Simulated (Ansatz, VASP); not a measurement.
## SnH5CN2Cl3 (CH(NH2)2SnCl3) in two plane-wave programs

One calculation is typed for both programs; each brings its own data sets. How far apart do they land? The cell is generated by rule, not measured, and may not be a known phase. The cell is taken from a series of runs on this material, whose earlier steps may have relaxed, scaled, displaced or heated it; both programs get it as it stands.

Method: plane waves, with VASP 6.6.1 beside it; single point at PBE and single point at PBE, spin-orbit coupling, in Ansatz 0.2.0.

The structure was built from a prototype and need not be the compound's stable phase.

## Step 1: The starting structure

The cell holds 12 atoms: 1 C, 5 H, 2 N, 1 Sn and 3 Cl. Cell: a = 5.776 Å, b = 5.910 Å, c = 5.774 Å, α = 91.2°, β = 79.2°, γ = 88.9°. It derives from C1Cl3H5N2Sn1.

## Step 2: VASP: single point, PBE

With cell and atoms fixed, the geometry can't cause a difference; cores, projectors, grids and the points listed under the comparison can.

Lines of VASP's logs that name or quote its potential files are left out, and so is its time.

INCAR reads:

```
SYSTEM = SnH5CN2Cl3
PREC = Accurate
ENCUT = 600
EDIFF = 1E-06
NELM = 120
ISMEAR = -1
SIGMA = 0.02
LREAL = .FALSE.
ALGO = Normal
GGA = PE
NBANDS = 39
LORBIT = 11
LWAVE = .FALSE.
LCHARG = .FALSE.
ISIF = 2
LASPH = .TRUE.
GGA_COMPAT = .FALSE.
EFERMI = MIDGAP
KPAR = 2
```

POSCAR reads:

```
SnH5CN2Cl3
1.0
    5.7495448321      0.0614553157      0.5447128158
    0.0614553157      5.9088202652     -0.0666377089
    0.5447128158     -0.0666377089      5.7481586069
C H N Sn Cl
1 5 2 1 3
Direct
    0.9810940672      0.9436820466      0.0178882993
    0.9262224184      0.7742508549      0.0712310994
    0.7615626863      0.9546566502      0.7814605038
    0.2164826987      0.9514571223      0.2385203937
    0.9296576348      0.1951346974      0.7904406074
    0.2101028628      0.1931330491      0.0718434576
    0.8814618376      0.0396557453      0.8574399153
    0.1418197887      0.0378510038      0.1189453882
    0.4856819093      0.4914066488      0.5142706067
    0.4386582902      0.5018149019      0.9706637115
    0.4967715320      0.9295809080      0.5038700487
    0.0293323699      0.5028959437      0.5604372443
```

KPOINTS reads:

```
Automatic mesh
0
Gamma
4 4 4
0 0 0
```

PAW data sets: C, H, N, Sn_d and Cl (PBE family, release 64).

Command:

```console
mpirun -np 2 vasp_std
```

Numbers of over 12 decimals in the logs are rounded to 6 here.

What it wrote:

```text
[banner, memory and clock lines left out]
running    2 mpi-ranks, on    1 nodes
 distrk:  each k-point on    1 cores,    2 groups
 distr:  one band on    1 cores,    1 groups

 POSCAR found type information on POSCAR C H N SnCl
 POSCAR found :  5 types and      12 ions
 LDA part: xc-table for (Slater+PW92), standard interpolation
 POSCAR, INCAR and KPOINTS ok, starting setup
 FFT: planning ... GRIDC
 FFT: planning ... GRID_SOFT
 FFT: planning ... GRID
 WAVECAR not read
 entering main loop
       N       E                     dE             d eps       ncg     rms          rms(c)
DAV:   1     0.502185442299E+03    0.50219E+03   -0.25520E+04  2829   0.151E+03
DAV:   2     0.142953380364E+02   -0.48789E+03   -0.46098E+03  3256   0.377E+02
DAV:   3    -0.595266711066E+02   -0.73822E+02   -0.72702E+02  3338   0.146E+02
DAV:   4    -0.626482239620E+02   -0.31216E+01   -0.31000E+01  3504   0.343E+01
DAV:   5    -0.627461856799E+02   -0.97962E-01   -0.97859E-01  3788   0.594E+00    0.129E+01
DAV:   6    -0.592921627105E+02    0.34540E+01   -0.70014E+00  3556   0.129E+01    0.682E+00
DAV:   7    -0.590228013461E+02    0.26936E+00   -0.12766E+00  3513   0.528E+00    0.390E+00
DAV:   8    -0.590033124298E+02    0.19489E-01   -0.15518E-01  3585   0.205E+00    0.780E-01
DAV:   9    -0.590055056275E+02   -0.21932E-02   -0.13001E-02  3368   0.651E-01    0.215E-01
DAV:  10    -0.590069289605E+02   -0.14233E-02   -0.28186E-03  3400   0.269E-01    0.896E-02
DAV:  11    -0.590072082262E+02   -0.27927E-03   -0.34532E-04  3300   0.999E-02    0.356E-02
DAV:  12    -0.590073035124E+02   -0.95286E-04   -0.11506E-04  3276   0.550E-02    0.112E-02
DAV:  13    -0.590073093812E+02   -0.58688E-05   -0.12668E-05  3545   0.203E-02    0.681E-03
DAV:  14    -0.590073107206E+02   -0.13394E-05   -0.33632E-06  3244   0.990E-03    0.191E-03
DAV:  15    -0.590073108678E+02   -0.14722E-06   -0.37010E-07  2520   0.354E-03
   1 F= -.59007311E+02 E0= -.59007311E+02  d E =0.000000E+00
```

OUTCAR, selected parts (step 2):

```text
ion  position               nearest neighbor table
   1  0.981  0.944  0.018-   2 1.09   7 1.31   8 1.31
   2  0.926  0.774  0.071-   1 1.09
   3  0.762  0.955  0.781-   7 1.02
   4  0.216  0.951  0.239-   8 1.02
   5  0.930  0.195  0.790-   7 1.03
   6  0.210  0.193  0.072-   8 1.03
   7  0.881  0.040  0.857-   3 1.02   5 1.03   1 1.31
   8  0.142  0.038  0.119-   4 1.02   6 1.03   1 1.31
   9  0.486  0.491  0.514-  11 2.59  10 2.60  12 2.60  12 3.20  10 3.20
  10  0.439  0.502  0.971-   9 2.60   9 3.20
  11  0.497  0.930  0.504-   9 2.59
  12  0.029  0.503  0.560-   9 2.60   9 3.20

  LATTYP: Found a triclinic cell.
 ALAT       =     5.7742947627
 B/A-ratio  =     1.5413909837
 C/A-ratio  =     1.6606624558
 COS(alpha) =     0.0005609310
 COS(beta)  =     0.5025581323
 COS(gamma) =     0.7705468885

 Subroutine GETGRP returns: Found  1 space group operations
 (whereof  1 operations were pure point group operations)

The static configuration has the point symmetry C_1 .

 Found     36 irreducible k-points:

   k-points           NKPTS =     36   k-points in BZ     NKDIM =     36   number of bands    NBANDS=     39

   dimension x,y,z NGX =    48 NGY =   48 NGZ =   48
   dimension x,y,z NGXF=    96 NGYF=   96 NGZF=   96

   ENCUT  =  600.0 eV  44.10 Ry    6.64 a.u.  11.54 11.80 11.53*2*pi/ulx,y,z

   NELECT =      54.0000    total number of electrons

 k-points in reciprocal lattice and weights: Automatic mesh
   0.00000000  0.00000000  0.00000000       0.016
   0.25000000 -0.00000000  0.00000000       0.031
   0.50000000 -0.00000000  0.00000000       0.016
  -0.00000000  0.25000000  0.00000000       0.031
   0.25000000  0.25000000  0.00000000       0.031
   0.50000000  0.25000000 -0.00000000       0.031
  -0.25000000  0.25000000 -0.00000000       0.031
  -0.00000000  0.50000000  0.00000000       0.016
   0.25000000  0.50000000  0.00000000       0.031
[...]
0.25000000  0.50000000  0.50000000       0.031
   0.50000000  0.50000000  0.50000000       0.016

 average (electrostatic) potential at core
       1 -55.7115       2 -37.4380       3 -38.4300       4 -38.4410       5 -38.3683
       6 -38.3691       7 -68.9033       8 -68.9053       9-105.5353      10 -93.7745
      11 -93.8432      12 -93.7731

 E-fermi :   2.1834

 k-point     1 :       0.0000    0.0000    0.0000
  band No.  band energies     occupation
    ...
     23      -1.2503      2.00000
     24      -1.1551      2.00000
     25      -1.0846      2.00000
     26      -1.0467      2.00000
     27      -0.6284      2.00000
     28       4.3684      0.00000
     29       5.4622      0.00000
     30       6.1620      0.00000
     31       6.5192      0.00000
     32       6.6568      0.00000
    ...

 k-point     2 :       0.2500   -0.0000    0.0000
  band No.  band energies     occupation
    ...
     23      -1.2505      2.00000
     24      -1.1873      2.00000
     25      -1.0672      2.00000
     26      -0.9605      2.00000
     27      -0.4952      2.00000
     28       4.3620      0.00000
     29       5.0831      0.00000
     30       5.9156      0.00000
     31       6.2308      0.00000
     32       6.5280      0.00000
    ...

 k-point     3 :       0.5000   -0.0000    0.0000
  band No.  band energies     occupation
    ...
     23      -1.1946      2.00000
     24      -1.1626      2.00000
     25      -1.0450      2.00000
     26      -0.8757      2.00000
     27      -0.1556      2.00000
     28       4.1002      0.00000
     29       4.3518      0.00000
     30       5.9024      0.00000
     31       6.2564      0.00000
     32       6.7423      0.00000
    ...

  Total        0.9750972      0.9654453      0.9805531     -0.0435781      0.0440803     -0.0563893
  in kB        8.0747329      7.9948063      8.1199131     -0.3608682      0.3650265     -0.4669575
  external PRESSURE =       8.0631508 kB  Pullay stress =       0.0000000 kB

  energy-cutoff  :      600.00
  volume of cell :      193.48
      direct lattice vectors                 reciprocal lattice vectors
     5.749544832  0.061455316  0.544712816     0.175526396 -0.002013430 -0.016656751
     0.061455316  5.908820265 -0.066637709    -0.002013430  0.169283745  0.002153285
     0.544712816 -0.066637709  5.748158607    -0.016656751  0.002153285  0.175572162

 POSITION                                       TOTAL-FORCE (eV/Angst)
 -----------------------------------------------------------------------------------
      5.70858      5.63515      0.57435        -0.012697     -0.033947      0.017893
      5.41174      4.62708      0.86238         0.003518      0.011006     -0.002611
      4.86298      5.63562      4.84318         0.028648      0.018546      0.022697
      1.43307      5.61940      1.42557        -0.016222      0.020047     -0.024205
      5.78766      1.15748      5.03697        -0.011340     -0.030144      0.012350
      1.25900      1.14931      0.51454        -0.010075     -0.029641      0.014262
      5.53750      0.23135      5.40620        -0.052977      0.027329     -0.070242
      0.88252      0.22444      0.75845         0.058951      0.024487      0.042880
      3.10278      2.89921      3.18792         0.022738     -0.004069     -0.024087
      3.08166      2.92741      5.78503         0.017031     -0.005477      0.032026
      3.18780      5.48968      3.10498         0.003170      0.007544     -0.004632
      0.50483      2.93598      3.20395        -0.030745     -0.005682     -0.016329
 -----------------------------------------------------------------------------------
    total drift:                                0.000325      0.001423     -0.000213

  FREE ENERGIE OF THE ION-ELECTRON SYSTEM (eV)
  ---------------------------------------------------
  free  energy   TOTEN  =       -59.0073108678 eV

  energy  without entropy=      -59.0073108678  energy(sigma->0) =      -59.00731087

 total charge
# of ion       s       p       d       tot
------------------------------------------
    1        0.872   1.761   0.000   2.632
    2        0.638   0.049   0.000   0.687
    3        0.612   0.089   0.000   0.701
    4        0.613   0.089   0.000   0.702
    5        0.606   0.088   0.000   0.693
    6        0.606   0.088   0.000   0.693
    7        1.218   2.812   0.000   4.030
    8        1.218   2.812   0.000   4.030
    9        1.406   0.600  10.005  12.012
   10        1.601   3.523   0.000   5.125
   11        1.601   3.524   0.000   5.125
   12        1.601   3.523   0.000   5.125
--------------------------------------------------
tot         12.592  18.958  10.005  41.555

[... 3 further parts left out ...]
```

The run ends at a pressure of 0.81 GPa, with forces up to 0.092 eV/Å.

## Step 3: Ansatz: single point, PBE

Ansatz runs on its PAW soft_1 files.

The same cell, functional, mesh and smearing now go to Ansatz, which takes its cutoff from its data sets.

input.yaml reads:

```yaml
crystal:
  lattice:
    - [5.7495448321, 0.0614553157, 0.5447128158]
    - [0.0614553157, 5.9088202652, -0.0666377089]
    - [0.5447128158, -0.0666377089, 5.7481586069]
  atoms:
    - { symbol: C, position: [-0.0189059328, 0.9436820466, 0.0178882993] }
    - { symbol: H, position: [-0.0737775816, 0.7742508549, 0.0712310994] }
    - { symbol: "N", position: [0.8814618376, 0.0396557453, 0.8574399153] }
    - { symbol: "N", position: [0.1418197887, 0.0378510038, 0.1189453882] }
    - { symbol: H, position: [0.7615626863, 0.9546566502, -0.2185394962] }
    - { symbol: H, position: [0.2164826987, 0.9514571223, 0.2385203937] }
    - { symbol: H, position: [0.9296576348, 0.1951346974, 0.7904406074] }
    - { symbol: H, position: [0.2101028628, 0.1931330491, 1.0718434576] }
    - { symbol: Sn, position: [0.4856819093, 0.4914066488, 0.5142706067] }
    - { symbol: Cl, position: [0.4386582902, 0.5018149019, -0.0293362885] }
    - { symbol: Cl, position: [0.496771532, -0.070419092, 0.5038700487] }
    - { symbol: Cl, position: [0.0293323699, 0.5028959437, 0.5604372443] }
kpoints:
  mp_grid: { grid: [4, 4, 4] }
  band_path:
    path:
      - [[0.0, 0.0, 0.0], [0.5, 0.0, 0.0], [0.5, 0.5, 0.0], [0.0, 0.0, 0.0], [0.5, 0.5, 0.5], [0.5, 0.0, 0.0]]
      - [[0.5, 0.5, 0.0], [0.5, 0.5, 0.5]]
    npoints: 10
hamiltonian:
  xc: pbe
  pseudopotentials: { kind: paw, azcp: { folder: soft_1 } }
scf:
  occupations: { method: fermi_dirac, width: 0.02 }
  n_extra_bands: 8
output:
  eigenvalues: true
  forces: true
  stress: true
  write_density: true
  write_potential: true
  elf: true
  volumetric_format: npy
```

Command:

```console
ansatz run input.yaml --threads 2 --pin off --max-ram 92160MiB --backend cuda --events-out ev --progress --plain --runs-dir out --devices 1 --max-vram 13GiB
```

What it wrote:

```text
scf.n_extra_bands = 8 over 27 filled bands (N_el = 54.0): the run solves 35 bands
GPUs: using 1 of 1 available (devices: 1).
Engine: ansatz 0.2.0, x86_64-unknown-linux-gnu
Pseudopotentials: kind: paw
Pseudopotential: C, paw, valence charge 4, recommended cutoff 420 eV (normal), soft_1/C.paw.azcp
Pseudopotential: H, paw, valence charge 1, recommended cutoff 420 eV (normal), soft_1/H.paw.azcp
Pseudopotential: N, paw, valence charge 5, recommended cutoff 420 eV (normal), soft_1/N.paw.azcp
Pseudopotential: Sn, paw, valence charge 14, recommended cutoff 420 eV (normal), soft_1/Sn.paw.azcp
Pseudopotential: Cl, paw, valence charge 7, recommended cutoff 420 eV (normal), soft_1/Cl.paw.azcp
Functional definition: PBE
  parameter kappa = 0.804
  parameter beta = 0.066725
  exchange = pbe_x(kappa = kappa, mu = beta*pi^2/3)
  correlation = pbe_c(beta = beta)
device memory: the entry about to start is reckoned to put 2.4 GiB on a device that reports 65.1 GiB free (of which the cap on the GPU budget leaves the run 13.0 GiB)
GPU FFT provider: cuFFT
GPU libraries: cuBLAS 13.8.2, cuFFT 12.4.0, cuSOLVER 12.3.4
Crystal: 12 atoms, lattice volume = 193.477 Å³
Basis set: ecut = 420 eV, 3783 PW (Γ), exchange–correlation on 80×80×80 points (8 copies of the dense FFT grid, shifted against one another)
Bands: 35, of which v1, the nominal top of the filled ones, is band 27 counted from 1 (26 counted from 0)
Symmetry: 1 space group operations
Space group: P1 (ITA 1), of the structure as read, at distance tolerance 5.8e-5 Å
k-points: 36 of 64 (time reversal used)
Non-local potential: C, projectors of the file, l = 0: 2, l = 1: 2, l = 2: 1
Non-local potential: H, projectors of the file, l = 0: 2, l = 1: 1
Non-local potential: N, projectors of the file, l = 0: 2, l = 1: 2, l = 2: 1
Non-local potential: Sn, projectors of the file, l = 0: 2, l = 1: 2, l = 2: 2, l = 3: 1
Non-local potential: Cl, projectors of the file, l = 0: 2, l = 1: 2, l = 2: 1
PAW form: soft (Blöchl's): semilocal exchange-correlation on the pseudo side does not see the compensation charge
PAW one-centre angular grid: C, 110 points (default); XC on 64 Gauss nodes
PAW one-centre angular grid: H, 110 points (default); XC on 64 Gauss nodes
PAW one-centre angular grid: N, 110 points (default); XC on 64 Gauss nodes
PAW one-centre angular grid: Sn, 590 points (default); XC on 64 Gauss nodes
PAW one-centre angular grid: Cl, 110 points (default); XC on 64 Gauss nodes
Initial density: superposition of atomic densities (chi_scale 0.1, normalization cell), built separately for each of the 2 bonded fragments (scf.initial_density.interfragment_charge_transfer: auto; true builds it for the cell as a whole; a typed value also counts as a typed key of the start: scf.initial_density.chi_scale says what that changes, if anything)
Initial wavefunctions: pseudopotential atomic-orbital guess
GPU buffer pool allocated for 64000 grid points (all kernels)
GPU transforms: local potential and band sums: pruned to the plane-wave sphere, on 40×40×40
Functional: x = pbe(κ = 0.804, μ = 0.219515), c = pbe(β = 0.066725)
SCF iter   1: F=—  HF=-10370.795600 eV  |F-HF|=—  |Δ(HF+E_count)|=         —  Δρ=7.29e-2  dr2=9.20e0  ethr=3.10e-3  ⟨swp⟩=8.6  Hψ=6509  notcnv=0
preconditioner: auto → Resta (q_TF=auto, 2.206 Å⁻¹)  ε∞=3.2  [insulator: Δε(μ)=2.390 eV  Ē_g=11.438 eV  σ=0.020 eV  W_gap=1.00  n_scr=28 (ndim 8)  ℏωp=16.9 eV  f_vac=0.032  D(μ)=0.00/eV (n_scr^D=0)  ε∞_Penn≈3.2]
SCF iter   2: F=—  HF=-10368.224309 eV  |F-HF|=—  |Δ(HF+E_count)|=    2.57e0  Δρ=3.25e-2  dr2=1.49e0  ethr=3.10e-3  ⟨swp⟩=3.1  Hψ=2861  notcnv=0  defer=120
SCF iter   3: F=—  HF=-10367.871576 eV  |F-HF|=—  |Δ(HF+E_count)|=   3.53e-1  Δρ=1.16e-2  dr2=2.37e-1  ethr=2.76e-3  ⟨swp⟩=2.9  Hψ=2359  notcnv=0  defer=120
SCF iter   4: F=—  HF=-10367.840827 eV  |F-HF|=—  |Δ(HF+E_count)|=   3.07e-2  Δρ=2.79e-3  dr2=1.78e-2  ethr=4.38e-4  ⟨swp⟩=2.1  Hψ=2106  notcnv=0  defer=120
SCF iter   5: F=—  HF=-10367.847415 eV  |F-HF|=—  |Δ(HF+E_count)|=   6.59e-3  Δρ=9.15e-4  dr2=2.25e-3  ethr=3.30e-5  ⟨swp⟩=2.7  Hψ=1961  notcnv=0  defer=120
SCF iter   6: F=—  HF=-10367.849756 eV  |F-HF|=—  |Δ(HF+E_count)|=   2.34e-3  Δρ=2.28e-4  dr2=1.37e-4  ethr=4.16e-6  ⟨swp⟩=2.0  Hψ=2448  notcnv=0  defer=120
SCF iter   7: F=—  HF=-10367.849814 eV  |F-HF|=—  |Δ(HF+E_count)|=   5.77e-5  Δρ=6.59e-5  dr2=9.97e-6  ethr=2.53e-7  ⟨swp⟩=2.8  Hψ=2204  notcnv=0  defer=120
SCF iter   8: F=—  HF=-10367.849828 eV  |F-HF|=—  |Δ(HF+E_count)|=   1.46e-5  Δρ=1.34e-5  dr2=5.05e-7  ethr=1.85e-8  ⟨swp⟩=2.0  Hψ=1741  notcnv=0  defer=120
SCF iter   9: F=-10367.849829 eV  HF=-10367.849829 eV  |F-HF|=2.99e-8  |Δ(HF+E_count)|=   8.71e-7  Δρ=5.07e-6  dr2=5.19e-8  ethr=1.85e-10  ⟨swp⟩=21.1  Hψ=12930  notcnv=0
SCF 1 converged in 9 iterations: F = -10367.849829 eV  dr2 = 5.19e-8
  greatest PAW one-centre occupation: 0.993 electrons in one spin orbital (limit 2), on the Sn atom at site 8 (counted from 0), in its partial waves of l = 2
device memory: the entry about to start is reckoned to put 1.7 GiB on a device that reports 65.0 GiB free (of which the cap on the GPU budget leaves the run 13.0 GiB)
NSCF: frozen V_eff on 62 k-points
SCF converged after 9 iterations
Free energy (F): -10367.849829 eV
Harris-Foulkes:  -10367.849829 eV  (|F-HF|=2.99e-8)
Internal energy: -10367.849829 eV  (E = F + TS)
E sigma→0 (E₀):  -10367.849829 eV
Fermi energy:    3.422109 eV
--- Per-component energies (eV) ---
  E_band       = -409.744328
  E_kinetic    = 1038.449789
  E_local      = -3380.332434  (includes V_loc(G=0)·N_el)
  E_nonlocal   = 335.937536
  E_hartree    = 1335.049518
  E_xc         = -655.060509
  E_vxc        = -690.221205  (∫ρ·V_xc dr)
  E_paw        = -6706.121886  (= ΣΔE_a)
  E_vpaw       = -383.672837  (= ΣTr[D̂ρ^β])
  E_aug_tail   = -0.002633  (compensation charges beyond the density's cutoff)
  E_ewald      = -2335.769210
  E_smearing   = -0.000000  (= −TS)
  E_closure    = -0.000000  (closes the sum)
  Σ components = -10367.849829   (vs F -10367.849829, Δ=0.00e0)
--- Forces (eV/Å), atoms counted from 1 ---
  atom   1  C      0.00139930     0.00315579     0.00415332
  atom   2  H      0.00446112     0.01402558    -0.00349141
  atom   3  N     -0.01064523     0.00194846    -0.00107013
  atom   4  N     -0.01043565     0.00000254     0.00004939
  atom   5  H      0.00943327    -0.00012613     0.01015923
  atom   6  H     -0.00378920     0.00103772    -0.00495590
  atom   7  H      0.00097552    -0.00498126     0.00456911
  atom   8  H     -0.00200178    -0.00417274     0.00202394
  atom   9  Sn     0.01824503     0.00122295    -0.01959337
  atom  10  Cl     0.01688283    -0.00797558     0.02968030
  atom  11  Cl     0.00393576     0.00404175    -0.00536047
  atom  12  Cl    -0.02841170    -0.00820909    -0.01616738
  max |Σ_I F_I| component: 4.93e-5 eV/Å
--- Stress (GPa, compression-positive) ---
        0.849592      -0.017278      -0.083442
       -0.017279       0.919816       0.018579
       -0.083441       0.018581       0.853757
  P = ⅓ Tr σ = 0.8744 GPa (8.744 kbar)
--- Band table (eV; the first three rows and the last of 36) ---
  k-point 0: bands = [... 23 lower, 0.0997, 0.1720, 0.2095, 0.6221, 5.6210, 6.7099, 7.4040, 7.7683, ... 4 higher]
  k-point 1: bands = [... 23 lower, 0.0698, 0.1876, 0.2942, 0.7522, 5.6132, 6.3285, 7.1634, 7.4682, ... 4 higher]
  k-point 2: bands = [... 23 lower, 0.0936, 0.2116, 0.3781, 1.0846, 5.3501, 5.6007, 7.1383, 7.5067, ... 4 higher]
  k-point 35: bands = [... 23 lower, 0.3018, 0.4067, 0.4948, 2.2381, 4.6062, 4.8349, 5.1765, 5.5979, ... 4 higher]
```

The column dr2 measures how far the density is from self-consistency, as an energy; F and HF (Harris–Foulkes) agree once it is small.

## Step 4: Side by side

Known differences besides the potentials themselves: the cutoff is 420 eV in Ansatz and 600 eV in VASP. Total energies have different zeros and are not compared.

Both answers:

| quantity | Ansatz | VASP | difference |
| --- | --- | --- | --- |
| pressure (GPa) | 0.87 | 0.81 | +0.07 |
| gap on the k mesh (eV) | 2.368 | 2.358 | +0.010 |

Forces on 7 of the 12 atoms, those with the largest forces and the largest differences (eV/Å; atoms numbered as in POSCAR):

| atom | Ansatz x, y, z | VASP x, y, z |
| --- | --- | --- |
| C1 | 0.001, 0.003, 0.004 | -0.013, -0.034, 0.018 |
| H3 | 0.009, 0.000, 0.010 | 0.029, 0.019, 0.023 |
| H4 | -0.004, 0.001, -0.005 | -0.016, 0.020, -0.024 |
| N7 | -0.011, 0.002, -0.001 | -0.053, 0.027, -0.070 |
| N8 | -0.010, 0.000, 0.000 | 0.059, 0.024, 0.043 |
| Cl10 | 0.017, -0.008, 0.030 | 0.017, -0.005, 0.032 |
| Cl12 | -0.028, -0.008, -0.016 | -0.031, -0.006, -0.016 |

The forces differ by 23 meV/Å r.m.s., which is 88.6 % of the r.m.s. force of 0.026 eV/Å (both taken over all components). A gap on the mesh is an upper bound, since the band edges may lie between its points.

(Continued in part 2 of 2.)

[Lines on the potential files, build, host, timing and source positions are cut from VASP's logs without a mark.]

[Logs are printed without paths, hosts, clocks, repeated set-up lines and the standing remarks that a program may print on its own settings, such as how far it seeks lower states.]

[Hosts, paths, dates, database ids (printed as entryN), source tags and the programs' standing remarks are cut or masked in the printed files.]
